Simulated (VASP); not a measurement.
All values below come from rev-vdW-DF2, VASP's PBE PAW potentials (set 64) (plane waves; VASP).

The input files of a VASP run:

**INCAR**
```
PARAM1  =  0.1234568
ENCUT  =  520
EDIFF  =  1E-6   # SCF stop (eV)
LWAVE  =  .FALSE.
ISMEAR  =  1   # Methfessel-Paxton
GGA  =  MK
SIGMA  =  0.1   # width (eV)
AGGAC  =  0.0
ZAB_VDW  =  -1.8867
PREC  =  Accurate
SYSTEM  =  V
LREAL  =  .FALSE.   # projection in real space or not
LASPH  =  .TRUE.   # aspherical one-centre terms
PARAM2  =  0.7114
ALGO  =  Normal
NSW  =  60   # most ionic steps
LMAXMIX  =  4   # l cut-off of mixed one-centre charges
LCHARG  =  .FALSE.
ISIF  =  3   # ions, shape and volume
LUSE_VDW  =  .TRUE.
EDIFFG  =  -0.01
NELM  =  100   # most electronic steps
IBRION  =  2   # conjugate gradients
```

**POSCAR**
```
V
1
   -1.5150000000     1.5150000000     1.5150000000
    1.5150000000    -1.5150000000     1.5150000000
    1.5150000000     1.5150000000    -1.5150000000
V
1
Direct
  0.0000000000   0.0000000000   0.0000000000
```

**KPOINTS**
```
Automatic mesh
0
Gamma
15 15 15
0 0 0
```

POTCAR, in this order: V_sv (PBE.64 set). Program: vasp_std.

Output

File OSZICAR:
```
       N       E                     dE             d eps       ncg     rms          rms(c)
DAV:   1     0.895655292069E+02    0.89566E+02   -0.73949E+03  2408   0.142E+03
DAV:   2    -0.620757210984E+01   -0.95773E+02   -0.94071E+02  2474   0.369E+02
DAV:   3    -0.768948657856E+01   -0.14819E+01   -0.14285E+01  2506   0.540E+01
DAV:   4    -0.770049103438E+01   -0.11004E-01   -0.11002E-01  2466   0.468E+00
DAV:   5    -0.770060030918E+01   -0.10927E-03   -0.10927E-03  2500   0.490E-01    0.176E+01
DAV:   6    -0.631237804871E+01    0.13882E+01   -0.59302E+00  2412   0.360E+01    0.143E+00
DAV:   7    -0.629550479961E+01    0.16873E-01   -0.26223E-02  2414   0.290E+00    0.930E-01
DAV:   8    -0.628740162669E+01    0.81032E-02   -0.69490E-03  2434   0.138E+00    0.499E-02
DAV:   9    -0.628745385618E+01   -0.52229E-04   -0.66080E-05  2420   0.131E-01    0.281E-02
DAV:  10    -0.628746381553E+01   -0.99594E-05   -0.10871E-05  2424   0.379E-02    0.227E-03
DAV:  11    -0.628746428284E+01   -0.46730E-06   -0.24609E-07  1212   0.767E-03
   1 F= -.62874643E+01 E0= -.62878807E+01  d E =-.628746E+01
       N       E                     dE             d eps       ncg     rms          rms(c)
DAV:   1    -0.972209306183E+01   -0.34346E+01   -0.71616E+01  2400   0.144E+02    0.232E+01
DAV:   2    -0.634979812846E+01    0.33723E+01   -0.12116E+01  2406   0.569E+01    0.465E+00
DAV:   3    -0.629061252824E+01    0.59186E-01   -0.12686E-01  2406   0.513E+00    0.340E+00
DAV:   4    -0.627232354223E+01    0.18289E-01   -0.30457E-02  2404   0.252E+00    0.176E-01
DAV:   5    -0.627250881384E+01   -0.18527E-03   -0.13696E-03  2434   0.531E-01    0.960E-02
DAV:   6    -0.627243209903E+01    0.76715E-04   -0.61042E-05  2406   0.113E-01    0.101E-02
DAV:   7    -0.627243115821E+01    0.94083E-06   -0.24143E-06  2188   0.217E-02
   2 F= -.62724312E+01 E0= -.62731163E+01  d E =0.150331E-01
       N       E                     dE             d eps       ncg     rms          rms(c)
DAV:   1    -0.744132916206E+01   -0.11689E+01   -0.23944E+01  2400   0.899E+01    0.110E+01
DAV:   2    -0.633153767318E+01    0.11098E+01   -0.54194E+00  2404   0.332E+01    0.202E+00
DAV:   3    -0.631775566993E+01    0.13782E-01   -0.23132E-02  2400   0.236E+00    0.997E-01
DAV:   4    -0.631223636108E+01    0.55193E-02   -0.11380E-02  2402   0.151E+00    0.137E-01
DAV:   5    -0.631226130938E+01   -0.24948E-04   -0.43867E-04  2434   0.309E-01    0.294E-02
DAV:   6    -0.631224694968E+01    0.14360E-04   -0.54571E-05  2404   0.106E-01    0.584E-03
DAV:   7    -0.631224689933E+01    0.50346E-07   -0.29105E-07  1218   0.909E-03
   3 F= -.63122469E+01 E0= -.63126615E+01  d E =-.247826E-01
       N       E                     dE             d eps       ncg     rms          rms(c)
DAV:   1    -0.631253930031E+01   -0.29235E-03   -0.61625E-03  2400   0.140E+00    0.189E-01
DAV:   2    -0.631225518633E+01    0.28411E-03   -0.12665E-03  2406   0.527E-01    0.375E-02
DAV:   3    -0.631225181118E+01    0.33752E-05   -0.36797E-06  2346   0.277E-02    0.224E-02
DAV:   4    -0.631224994764E+01    0.18635E-05   -0.26298E-06  2224   0.223E-02    0.145E-03
DAV:   5    -0.631224985728E+01    0.90355E-07   -0.57437E-08  1200   0.367E-03
   4 F= -.63122499E+01 E0= -.63126645E+01  d E =-.247856E-01
```

**OUTCAR**
```
------------------------ aborting loop because EDIFF is reached ----------------------------------------
  FORCE on cell =-STRESS in cart. coord.  units (eV):
  Direction    XX          YY          ZZ          XY          YZ          ZX
  --------------------------------------------------------------------------------------
  Total        0.0071247      0.0071247      0.0071247      0.0000000     -0.0000000      0.0000000
  in kB        0.8691132      0.8691132      0.8691132      0.0000000     -0.0000000      0.0000000
  external PRESSURE =       0.8691132 kB  Pullay stress =       0.0000000 kB
  volume of cell :       13.13
      direct lattice vectors                 reciprocal lattice vectors
    -1.486327199  1.486327199  1.486327199     0.000000000  0.336399684  0.336399684
     1.486327199 -1.486327199  1.486327199     0.336399684  0.000000000  0.336399684
     1.486327199  1.486327199 -1.486327199     0.336399684  0.336399684  0.000000000
 POSITION                                       TOTAL-FORCE (eV/Angst)
 -----------------------------------------------------------------------------------
     -1.48633      1.48633      1.48633         0.000000     -0.000000      0.000000
 -----------------------------------------------------------------------------------
    total drift:                               -0.000000     -0.000000      0.000000
  FREE ENERGIE OF THE ION-ELECTRON SYSTEM (eV)
  ---------------------------------------------------
  free  energy   TOTEN  =        -6.3122498573 eV

  energy  without entropy=       -6.3134939049  energy(sigma->0) =       -6.31266454

 reached required accuracy - stopping structural energy minimisation
```
(Selected blocks of OUTCAR.)

File CONTCAR:
```
V
   1.00000000000000
    -1.4863271987476001    1.4863271987476001    1.4863271987476001
     1.4863271987476001   -1.4863271987476001    1.4863271987476001
     1.4863271987476001    1.4863271987476001   -1.4863271987476001
  V
     1
Direct
     1.0000000000000000    0.0000000000000000    0.0000000000000000
```

Energy and stress use the plane-wave basis of the starting cell.

The compound is V in the bcc structure. This run relaxes it. Symmetry was kept, so distortions that lower it aren't found. The run is not spin-polarised, so no magnetic state was tried.
